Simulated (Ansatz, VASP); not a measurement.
# AgCl: VASP beside Ansatz, part 2 of 2

Wanted: the spread between two codes on one cell, functional and k mesh. The cell is taken from a series of runs on this material, whose earlier steps may have relaxed, scaled, displaced or heated it; both programs get it as it stands.

VASP 6.6.1 and Ansatz 0.2.0.

So far: Set-up; VASP: zone-centre phonons, LDA.

### Step 3. Ansatz: zone-centre phonons, LDA

Level of this step: Ansatz beside VASP: Kohn-Sham DFT, plane waves, LDA (Ansatz).

Ansatz runs on its default PAW (the set named soft_2) files.

The same cell, functional (in two slightly different forms) and mesh now go to Ansatz, which takes its cutoff from its data sets.

The input, input.yaml:

```yaml
crystal:
  lattice:
    - [0.0, 2.677087022, 2.677087022]
    - [2.677087022, 0.0, 2.677087022]
    - [2.677087022, 2.677087022, 0.0]
  atoms:
    - { symbol: Ag, position: [0.0, 0.0, 0.0] }
    - { symbol: Cl, position: [0.5, 0.5, 0.5] }
kpoints:
  mp_grid: { grid: [8, 8, 8] }
hamiltonian:
  xc: lda
scf:
  occupations: { method: fixed }
output:
  eigenvalues: true
phonons:
  method: dfpt
  dielectric: true
  rigid_motions: translations
```

Started as:

```sh
$ ansatz run input.yaml --threads 4 --pin off --max-ram 7168MiB --backend cpu --events-out ev --progress --plain --runs-dir out
```

Numbers of over 12 decimals in the logs are rounded to 6 here.

What it wrote:

```text
Engine: ansatz 0.2.0, aarch64-unknown-linux-gnu
Pseudopotentials: kind: paw
Pseudopotential: Ag, paw, valence charge 19, recommended cutoff 420 eV (normal), Ag.paw.azcp
Pseudopotential: Cl, paw, valence charge 7, recommended cutoff 420 eV (normal), Cl.paw.azcp
Functional definition: SPW92
  exchange = slater_x
  correlation = pw_c
Crystal: 2 atoms, lattice volume = 38.372 Å³
Basis set: ecut = 420 eV, 749 PW (Γ), exchange–correlation on 54×54×54 points (8 copies of the dense FFT grid, shifted against one another)
Bands: 17, of which v1, the nominal top of the filled ones, is band 13 counted from 1 (12 counted from 0)
Symmetry: 48 space group operations
k-points: 59 of 512 (irreducible under 8 space group operations, time reversal used)
Non-local potential: Ag, projectors of the file, l = 0: 3, l = 1: 2, l = 2: 2, l = 3: 1
Non-local potential: Cl, projectors of the file, l = 0: 2, l = 1: 2, l = 2: 2
PAW form: soft (Blöchl's): semilocal exchange-correlation on the pseudo side does not see the compensation charge
PAW frozen core: Ag, regenerated for the run's functional, and the local potential with it (the file was generated under x = pbe(κ = 0.804, μ = 0.219515), c = pbe(β = 0.066725))
PAW frozen core: Cl, regenerated for the run's functional, and the local potential with it (the file was generated under x = pbe(κ = 0.804, μ = 0.219515), c = pbe(β = 0.066725))
PAW one-centre angular grid: Ag, 590 points (default); XC on 64 Gauss nodes
PAW one-centre angular grid: Cl, 110 points (default); XC on 64 Gauss nodes
Initial density: superposition of atomic densities (neutral atoms: chi_scale 0, normalization atom), corrected by the library's trained network
Initial wavefunctions: pseudopotential atomic-orbital guess
Functional: x = slater, c = lda
SCF iter   1: F=—  HF=-8502.944515 eV  |F-HF|=—  |Δ(HF+E_count)|=         —  Δρ=1.24e-2  dr2=5.17e-2  ethr=1.77e-3  ⟨swp⟩=4.8  Hψ=4196  notcnv=0  defer=107
preconditioner: auto → none  [insulator: Δε(μ)=0.480 eV  Ē_g=11.163 eV  n_scr=14 (ndim 8)  ℏωp=25.4 eV  f_vac=0.017  ε∞_Penn≈6.2]
SCF iter   2: F=—  HF=-8502.929690 eV  |F-HF|=—  |Δ(HF+E_count)|=   1.48e-2  Δρ=5.03e-3  dr2=5.12e-3  ethr=1.99e-4  ⟨swp⟩=2.2  Hψ=2081  notcnv=0  defer=114
SCF iter   3: F=—  HF=-8502.928151 eV  |F-HF|=—  |Δ(HF+E_count)|=   1.54e-3  Δρ=2.13e-3  dr2=8.76e-4  ethr=1.97e-5  ⟨swp⟩=2.8  Hψ=1856  notcnv=0  defer=114
SCF iter   4: F=—  HF=-8502.927935 eV  |F-HF|=—  |Δ(HF+E_count)|=   2.16e-4  Δρ=7.99e-4  dr2=1.37e-4  ethr=3.37e-6  ⟨swp⟩=2.1  Hψ=1478  notcnv=0  defer=114
SCF iter   5: F=—  HF=-8502.927890 eV  |F-HF|=—  |Δ(HF+E_count)|=   4.52e-5  Δρ=1.02e-4  dr2=1.96e-6  ethr=5.27e-7  ⟨swp⟩=1.8  Hψ=1337  notcnv=0
SCF iter   6: F=—  HF=-8502.927860 eV  |F-HF|=—  |Δ(HF+E_count)|=   3.00e-5  Δρ=9.53e-6  dr2=2.56e-8  ethr=7.55e-9  ⟨swp⟩=2.1  Hψ=1678  notcnv=0
SCF iter   7: F=-8502.927860 eV  HF=-8502.927860 eV  |F-HF|=0.00e0  |Δ(HF+E_count)|=   6.87e-9  Δρ=7.73e-7  dr2=7.60e-11  ethr=1.00e-12  ⟨swp⟩=6.4  Hψ=6401  notcnv=0
SCF 1 converged in 7 iterations: F = -8502.927860 eV  dr2 = 7.60e-11
  greatest PAW one-centre occupation: 1.002 electrons in one spin orbital (limit 2), on the Ag atom at site 0 (counted from 0), in its partial waves of l = 0
NSCF: frozen V_eff on 8 k-points
DFPT response loops at Γ: preconditioner auto → none (the input reference at scf.mixing.eps_inf says where Resta's filter doesn't serve); β = 0.50; Broyden in place of MSR1
── the response to a field inside a basis, on 8×8×8 k-points: an SCF that follows is theirs, and a resumed run solves both again ──
Bands: 14, of which v1, the nominal top of the filled ones, is band 13 counted from 1 (12 counted from 0)
k-points: 60 of 512 (irreducible under 12 space group operations)
Initial density: handed on by an earlier stage of this run
Initial wavefunctions: pseudopotential atomic-orbital guess (no wavefunctions were taken with the density)
Eigensolver: Dense (60 Hₖ)
SCF iter   1: F=—  HF=-8502.924192 eV  |F-HF|=—  |Δ(HF+E_count)|=         —  Δρ=2.59e-4  dr2=2.65e-6  ethr=1.00e-1
preconditioner: auto → none  [insulator: Δε(μ)=0.934 eV  Ē_g=8.174 eV  n_scr=14 (ndim 8)  ℏωp=25.4 eV  f_vac=0.015  ε∞_Penn≈10.7]
SCF iter   2: F=—  HF=-8502.924193 eV  |F-HF|=—  |Δ(HF+E_count)|=   1.19e-6  Δρ=1.30e-4  dr2=9.59e-7  ethr=1.02e-8
SCF iter   3: F=—  HF=-8502.924194 eV  |F-HF|=—  |Δ(HF+E_count)|=   8.39e-7  Δρ=5.59e-5  dr2=1.09e-6  ethr=3.69e-9
SCF iter   4: F=-8502.924194 eV  HF=-8502.924194 eV  |F-HF|=2.55e-9  |Δ(HF+E_count)|=   3.44e-7  Δρ=4.88e-6  dr2=4.48e-9  ethr=3.69e-9
SCF 1 converged in 4 iterations: F = -8502.924194 eV  dr2 = 4.48e-9
DFPT response loops at Γ: mixed as the last ones told, above
SCF converged after 7 iterations
Free energy (F): -8502.927860 eV
Harris-Foulkes:  -8502.927860 eV  (|F-HF|=0.00e0)
Internal energy: -8502.927860 eV  (E = F + TS)
E sigma→0 (E₀):  -8502.927860 eV
Fermi energy:    9.695524 eV
--- Per-component energies (eV) ---
  E_band       = -329.186383
  E_kinetic    = 690.352155
  E_local      = -3050.949090  (includes V_loc(G=0)·N_el)
  E_nonlocal   = 120.646876
  E_hartree    = 1340.648184
  E_xc         = -288.224702
  E_vxc        = -354.272309  (∫ρ·V_xc dr)
  E_paw        = -4398.745626  (= ΣΔE_a)
  E_vpaw       = -416.260870  (= ΣTr[D̂ρ^β])
  E_aug_tail   = 0.000369  (compensation charges beyond the density's cutoff)
  E_ewald      = -2917.571326
  E_core_change = 0.915299  (= ΣΔE_core)
  E_smearing   = -0.000000  (= −TS)
  E_closure    = 0.000000  (closes the sum)
  Σ components = -8502.927860   (vs F -8502.927860, Δ=0.00e0)
--- Band table (eV; the first three rows and the last of 59) ---
  k-point 0: bands = [... 9 lower, 6.7384, 6.9414, 6.9414, 6.9414, 10.3222, 20.2017, 20.2017, 20.2017]
  k-point 1: bands = [... 9 lower, 6.7640, 7.0740, 7.7908, 7.7908, 11.1305, 18.8143, 19.9091, 19.9091]
  k-point 2: bands = [... 9 lower, 6.9316, 7.2498, 8.7038, 8.7038, 12.5228, 17.2194, 18.5598, 18.5598]
  k-point 58: bands = [... 9 lower, 7.2820, 7.3408, 7.3759, 8.1648, 13.8167, 17.3515, 17.3515, 17.4715]
--- Phonons (Γ-DFPT): 2 representative perturbations + reference, on 59 of 512 k-points (Σ response iterations 6) ---
  k mesh reduced under 8 symmetry operations, with k and −k counted as one. Each operation leaves every solved perturbation unchanged. A smaller set is not considered because the run solves the response to a homogeneous field
  ASR residual: 3.021e-4 → 0.000e0 eV/Å²; symmetrization residual: 4.864e-6 eV/Å²
  ASR residual per site (eV/Å²): 3.02e-4 5.58e-5
  Γ frequencies (cm⁻¹): 0.00 0.00 0.00 129.90 129.90 129.90
  ε∞ (high-frequency dielectric tensor):
        5.862925     0.000000     0.000000
        0.000000     5.862925    -0.000000
        0.000000    -0.000000     5.862925
  ε⁰ (static dielectric tensor: ions relaxed, cell fixed):
       11.560233     0.000000     0.000000
        0.000000    11.560233     0.000000
        0.000000     0.000000    11.560233
  ε⁰ − ε∞ (ionic part):
        5.697308     0.000000    -0.000000
        0.000000     5.697308     0.000000
       -0.000000     0.000000     5.697308
  softest optical mode at Γ: 129.90 cm⁻¹; the repairs (sum rule, projections) moved no ω² at Γ by more than (0.99 cm⁻¹)²
  Born effective charges Z* (e; rows j = field, columns β = displacement):
    site 0:
         1.41428   -0.00000    0.00000
         0.00000    1.41428   -0.00000
        -0.00000   -0.00000    1.41428
    site 1:
        -1.41428    0.00000   -0.00000
        -0.00000   -1.41428    0.00000
         0.00000    0.00000   -1.41428
  Z* charge neutrality: 5.202e-4 e pre-enforcement
  solved inside a basis spanned on kpoints, on 8×8×8 k-points, its susceptibility summed on 12×12×12: ε∞ is read to err by 1.5e-2, Z* by 2.0e-2 e (field_mesh: kpoints solves on kpoints); Z* is corrected for what the basis lacks
  optical modes at Γ without the LO–TO term, one row a degenerate level:
      ω (cm⁻¹)  modes    IR ((D/Å)²/amu)
        129.90      3             5.1885
  optical modes at Γ + LO–TO along q̂ = [1.0000, 0.0000, 0.0000]:
      ω (cm⁻¹)  modes    IR ((D/Å)²/amu)
        129.90      2             3.4590
        182.40      1             1.7295
  optical modes at Γ + LO–TO along q̂ = [0.0000, 1.0000, 0.0000]:
      ω (cm⁻¹)  modes    IR ((D/Å)²/amu)
        129.90      2             3.4590
        182.40      1             1.7295
  optical modes at Γ + LO–TO along q̂ = [0.0000, 0.0000, 1.0000]:
      ω (cm⁻¹)  modes    IR ((D/Å)²/amu)
        129.90      2             3.4590
        182.40      1             1.7295
```

Reading the cycles: dr2 is the Hartree energy of the density residual (eV), the measure of convergence; HF is the Harris–Foulkes estimate of the energy, which meets the free energy F at convergence.

### Step 4. Side by side

Known differences besides the potentials themselves: the two LDA forms differ slightly; fixed occupations in Ansatz, narrow Gaussian smearing in VASP; VASP's response is taken on the typed mesh, Ansatz refines its own for the field response alone; the data sets hold 26 valence electrons in Ansatz (on its default PAW (the set named soft_2) files) and 18 in VASP; the cutoff is 420 eV in Ansatz and 500 eV in VASP; VASP's log shows a relativistic correction to its local exchange, Ansatz's none. Total energies have different zeros and are not compared.

Compared:

| quantity | Ansatz | VASP | difference |
| --- | --- | --- | --- |
| ε∞ xx | 5.86 | 5.78 | +1.51 % |
| ε∞ yy | 5.86 | 5.78 | +1.51 % |
| ε∞ zz | 5.86 | 5.78 | +1.51 % |
| Born charge of Ag1 (mean of the diagonal) (e) | 1.41 | 1.41 | 0.00 |
| Born charge of Cl2 (mean of the diagonal) (e) | -1.41 | -1.41 | 0.00 |
| optical mode 1 to 3 (cm⁻¹) | 129.9 | 130.7 | -0.62 % |

Modes are paired by rising frequency, not by their patterns, so a pair may set unlike modes beside each other; they are those without the splitting of longitudinal modes.

### Step 5. Outcome

```json
{
 "r.m.s. difference of the optical zone-centre modes, each program's sorted by frequency (zone-centre phonons, LDA)": "0.81 cm⁻¹",
 "difference in ε∞ xx (zone-centre phonons, LDA)": "+1.5 %"
}
```

**Reading.** The r.m.s. difference of the optical zone-centre modes, each program's sorted by frequency is 0.81 cm⁻¹ (zone-centre phonons, LDA). The data sets hold unlike numbers of valence electrons (26 in Ansatz and 18 in VASP), so part of the differences comes from the potentials. Among the rows given in per cent, the largest difference of the zone-centre phonons, LDA pair is in ε∞ xx, +1.5 %. How closely two codes agree says nothing of how well the functional describes the real material.

[Lines on the potential files, build, host, timing and source positions are cut from VASP's logs without a mark.]

[Logs are printed without paths, hosts, clocks, repeated set-up lines and the standing remarks that a program may print on its own settings, such as how far it seeks lower states.]

[Hosts, paths, dates, database ids (printed as entryN), source tags and the programs' standing remarks are cut or masked in the printed files.]
